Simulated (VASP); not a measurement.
Runs of VASP 6.6.1 on KMgF3. It takes space group Pm-3m (No. 221, cubic). Conventional cell: a = 3.893 Å, b = 3.893 Å, c = 3.893 Å, α = 90.00°, β = 90.00°, γ = 90.00°. K (site symmetry m-3m) has 12 F at 2.75 Å as nearest neighbours. Mg (site symmetry m-3m) has 6 F at 1.95 Å as nearest neighbours. F (site symmetry 4/mmm) is surrounded by 2 Mg at 1.95 Å. 

```csv
task,level,potentials or basis,cell,gap on the mesh (eV),pressure (GPa)
relaxation of the atoms,LDA,"VASP PAW LDA potentials, release 64 (K_sv, Mg, F)",atoms relaxed from: a relaxed cell with its volume scaled by 1.04,7.20,-3.2
relaxation of cell and atoms,LDA,"VASP PAW LDA potentials, release 64 (K_sv, Mg, F)",relaxed,7.52,0.0
relaxation of the atoms,PBEsol,"VASP PAW PBE potentials, release 64 (K_sv, Mg, F)",atoms relaxed from: a relaxed cell with its volume scaled by 0.96,(b),3.3
relaxation of the atoms,LDA,"VASP PAW LDA potentials, release 64 (K_sv, Mg, F)",atoms relaxed,7.52,0.0
relaxation of the atoms,PBEsol,"VASP PAW PBE potentials, release 64 (K_sv, Mg, F)",atoms relaxed,7.14,0.0
relaxation of the atoms,LDA,"VASP PAW LDA potentials, release 64 (K_sv, Mg, F)",atoms relaxed from: a relaxed cell with its volume scaled by 1.02,7.35,-1.7
relaxation of the atoms,LDA,"VASP PAW LDA potentials, release 64 (K_sv, Mg, F)",atoms relaxed from: a relaxed cell with its volume scaled by 0.94,8.05,6.5
relaxation of the atoms,PBEsol,"VASP PAW PBE potentials, release 64 (K_sv, Mg, F)",atoms relaxed from: a relaxed cell with its volume scaled by 1.06,6.72,-3.8
relaxation of the atoms,PBEsol,"VASP PAW PBE potentials, release 64 (K_sv, Mg, F)",atoms relaxed from: a relaxed cell with its volume scaled by 1.04,6.86,-2.7
relaxation of cell and atoms,PBEsol,"VASP PAW PBE potentials, release 64 (K_sv, Mg, F)",relaxed,7.14,0.0
relaxation of the atoms,PBEsol,"VASP PAW PBE potentials, release 64 (K_sv, Mg, F)",atoms relaxed from: a relaxed cell with its volume scaled by 0.98,7.29,1.6
relaxation of the atoms,LDA,"VASP PAW LDA potentials, release 64 (K_sv, Mg, F)",atoms relaxed from: a relaxed cell with its volume scaled by 0.98,(a),1.9
```

Alike in all rows: no spin polarisation; k mesh 8 × 8 × 8; cutoff (eV) 600; smearing gaussian 0.03 eV.

Estimate the missing entries.

(a) 7.68; (b) 7.45.

Caveats: the relaxation stopped at its first step, so nothing moved (some runs); the PAW data sets were made with another functional, which shifts forces and pressure a little (some runs).

A k mesh can miss the band edges.

Runs at the PBE level aren't shown here.
